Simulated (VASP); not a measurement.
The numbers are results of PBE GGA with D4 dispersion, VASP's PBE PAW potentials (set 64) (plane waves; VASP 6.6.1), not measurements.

A VASP calculation is set up with these files.

INCAR:
```
SYSTEM = Pd
PREC = Accurate; ENCUT = 520; LREAL = .FALSE.
LASPH = .TRUE.
EDIFF = 1E-6; NELM = 100; ALGO = Normal
LMAXMIX = 4
ISMEAR = 1; SIGMA = 0.1
GGA = PE; IVDW = 13
IBRION = 2; NSW = 60; ISIF = 3
EDIFFG = -0.01
LWAVE = .FALSE.; LCHARG = .FALSE.
```

### KPOINTS
```
Automatic mesh
0
Gamma
14 14 14
0 0 0
```

POSCAR:
```
Pd
1
    0.0000000000     1.9450000000     1.9450000000
    1.9450000000     0.0000000000     1.9450000000
    1.9450000000     1.9450000000     0.0000000000
Pd
1
Direct
  0.0000000000   0.0000000000   0.0000000000
```

POTCAR, in this order: Pd (PBE.64 set). Program: vasp_std.

The resulting files:

**OSZICAR**
```
       N       E                     dE             d eps       ncg     rms          rms(c)
DAV:   1     0.394401256602E+02    0.39440E+02   -0.53902E+03  1896   0.105E+03
DAV:   2    -0.511239966863E+01   -0.44553E+02   -0.43233E+02  2011   0.195E+02
DAV:   3    -0.548128080140E+01   -0.36888E+00   -0.36656E+00  2232   0.209E+01
DAV:   4    -0.548294042139E+01   -0.16596E-02   -0.16595E-02  2196   0.131E+00
DAV:   5    -0.548296004948E+01   -0.19628E-04   -0.19630E-04  2199   0.120E-01    0.782E+00
DAV:   6    -0.520792247022E+01    0.27504E+00   -0.12215E+00  1916   0.106E+01    0.387E+00
DAV:   7    -0.519703631534E+01    0.10886E-01   -0.65558E-03  2089   0.775E-01    0.205E+00
DAV:   8    -0.519305021243E+01    0.39861E-02   -0.11236E-03  2013   0.293E-01    0.519E-02
DAV:   9    -0.519305054821E+01   -0.33578E-06   -0.14779E-05  2398   0.402E-02    0.149E-02
DAV:  10    -0.519305448420E+01   -0.39360E-05   -0.20219E-06  2117   0.156E-02    0.376E-03
DAV:  11    -0.519305419957E+01    0.28463E-06   -0.13344E-08  1013   0.137E-03
   1 F= -.56866626E+01 E0= -.56860974E+01  d E =-.568666E+01
       N       E                     dE             d eps       ncg     rms          rms(c)
DAV:   1    -0.532935534730E+01   -0.13630E+00   -0.23752E+00  1899   0.175E+01    0.235E+00
DAV:   2    -0.520570476646E+01    0.12365E+00   -0.64968E-01  1890   0.727E+00    0.699E-01
DAV:   3    -0.520540769408E+01    0.29707E-03   -0.18439E-03  2045   0.368E-01    0.423E-01
DAV:   4    -0.520552023337E+01   -0.11254E-03   -0.12628E-03  2105   0.316E-01    0.206E-02
DAV:   5    -0.520553451927E+01   -0.14286E-04   -0.20221E-05  2195   0.325E-02    0.109E-02
DAV:   6    -0.520553547099E+01   -0.95171E-06   -0.28370E-06  1828   0.178E-02
   2 F= -.56850573E+01 E0= -.56844771E+01  d E =0.160536E-02
       N       E                     dE             d eps       ncg     rms          rms(c)
DAV:   1    -0.524675094902E+01   -0.41216E-01   -0.86199E-01  1899   0.105E+01    0.151E+00
DAV:   2    -0.519976810880E+01    0.46983E-01   -0.25002E-01  1889   0.465E+00    0.358E-01
DAV:   3    -0.519982225886E+01   -0.54150E-04   -0.49709E-04  1983   0.282E-01    0.209E-01
DAV:   4    -0.519995848917E+01   -0.13623E-03   -0.51981E-04  2125   0.201E-01    0.155E-02
DAV:   5    -0.519995974730E+01   -0.12581E-05   -0.37819E-06  2006   0.178E-02    0.562E-03
DAV:   6    -0.519996000646E+01   -0.25916E-06   -0.70275E-07  1822   0.944E-03
   3 F= -.56879410E+01 E0= -.56873693E+01  d E =-.127835E-02
```

OUTCAR:
```
------------------------ aborting loop because EDIFF is reached ----------------------------------------
  Edisp (eV):   -0.48798
  FORCE on cell =-STRESS in cart. coord.  units (eV):
  Direction    XX          YY          ZZ          XY          YZ          ZX
  --------------------------------------------------------------------------------------
  Total       0.00153     0.00153     0.00153     0.00000    -0.00000     0.00000
  in kB       0.16405     0.16405     0.16405     0.00000    -0.00000     0.00000
  external pressure =        0.16 kB  Pullay stress =        0.00 kB
  volume of cell :       14.90
      direct lattice vectors                 reciprocal lattice vectors
     0.000000000  1.952899174  1.952899174    -0.256029603  0.256029603  0.256029603
     1.952899174  0.000000000  1.952899174     0.256029603 -0.256029603  0.256029603
     1.952899174  1.952899174  0.000000000     0.256029603  0.256029603 -0.256029603
 POSITION                                       TOTAL-FORCE (eV/Angst)
 -----------------------------------------------------------------------------------
      0.00000      0.00000      0.00000        -0.000000      0.000000      0.000000
 -----------------------------------------------------------------------------------
    total drift:                               -0.000000     -0.000000     -0.000000
  FREE ENERGIE OF THE ION-ELECTRON SYSTEM (eV)
  ---------------------------------------------------
  free  energy   TOTEN  =        -5.6879409996 eV

  energy  without entropy=       -5.6862258333  energy(sigma->0) =       -5.68736928

 reached required accuracy - stopping structural energy minimisation
```
(Selected blocks of OUTCAR.)

### CONTCAR
```
Pd
   1.00000000000000
     0.0000000000000000    1.9528991739412200    1.9528991739412200
     1.9528991739412200    0.0000000000000000    1.9528991739412200
     1.9528991739412200    1.9528991739412200    0.0000000000000000
  Pd
     1
Direct
     0.0000000000000000    0.0000000000000000    0.0000000000000000
```

The compound is Pd in the fcc structure. This run relaxes it. Symmetry was kept, so distortions that lower it aren't found.
